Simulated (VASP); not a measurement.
Here is the system:

```
NaH
1.0
    3.29043     0.00000     0.00000
   -1.64521     2.84960     0.00000
    0.00000     0.00000     5.80773
Na H
2 2
Cartesian
 -1.64521   2.84960   0.00000
 -1.64521   2.84960   2.90386
  0.00000   1.89973   1.45193
  1.64522   0.94986   4.35580
```

All values below come from PBEsol GGA, VASP's PBE PAW potentials (set 64) (plane waves; VASP 6.6.1). Settings: 400 eV cut-off, 9×9×5 Γ-centred mesh, tetrahedra with Blöchl corrections, potentials Na_pv H.

Problem. What does the run give for the energy per atom (σ→0)?

Solution. 
- energy per atom (σ→0) = -2.496 eV/atom

Only differences to runs with the same potentials and settings are physical.

The structure was generated: NaH was put into the NiAs type type (P6_3/mmc), which need not be its known phase. It was relaxed first, which changed the volume by +46 %.
